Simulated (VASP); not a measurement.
Wanted: the native input for a VASP 6.6.1 run.

```
Task                   : relaxation of cell and atoms
Functional             : PBE
Potentials or basis    : VASP PAW PBE potentials, release 64 (Zr_sv, Mo_sv, C)
Cutoff                 : 600 eV
Occupations            : fermi-dirac, width 0.05 eV
Spin                   : no spin polarisation
k-point spacing        : 0.25
Further INCAR settings : ALGO = Normal; EDIFF = 1e-06; IBRION = 2; EDIFFG = -0.02; NSW = 60; ISIF = 3
```

The structure of Zr3MoC lies in POSCAR:

```
Zr3MoC
1.0
    4.9425100000      0.0000000000      0.0000000000
    0.0000000000      4.9425100000      0.0000000000
    0.0000000000      0.0000000000      4.9425100000
Zr Mo C
3 1 1
Direct
    0.5000000000      0.0000000000      0.0000000000
    0.0000000000      0.5000000000      0.0000000000
    0.0000000000      0.0000000000      0.5000000000
    0.0000000000      0.0000000000      0.0000000000
    0.5000000000      0.5000000000      0.5000000000
```

The cell was built by a generator and needn't be a form met in nature.

One way to write it, as run:

INCAR

```
SYSTEM = Zr3MoC
ALGO = Normal ; EDIFF = 1E-6
EDIFFG = -0.02 ; ENCUT = 600
GGA = PE ; IBRION = 2
ISIF = 3 ; ISMEAR = -1
KSPACING = 0.25 ; LASPH = .True.
LCHARG = .False. ; LREAL = .False.
LWAVE = .False. ; NELM = 100
NSW = 60 ; PREC = Accurate
SIGMA = 0.05
```

Potentials or basis: VASP PAW PBE potentials, release 64 (Zr_sv, Mo_sv, C).

The run is started by

```sh
$ cat potpaw_PBE.64/Zr_sv/POTCAR potpaw_PBE.64/Mo_sv/POTCAR potpaw_PBE.64/C/POTCAR > POTCAR
$ mpirun -np 1 vasp_std > vasp.out
```

It gave:

```json
{"Pressure after relaxing": "-0.1 GPa", "Band gap on the k mesh": "none (metal or under the smearing width)"}
```

Caveat: the relaxation stopped at its first step, so nothing moved.

It took 44 s on 1 thread of Intel(R) Xeon(R) Platinum 8559C (Emerald Rapids), with other jobs on the host, peak memory 0.29 GiB.
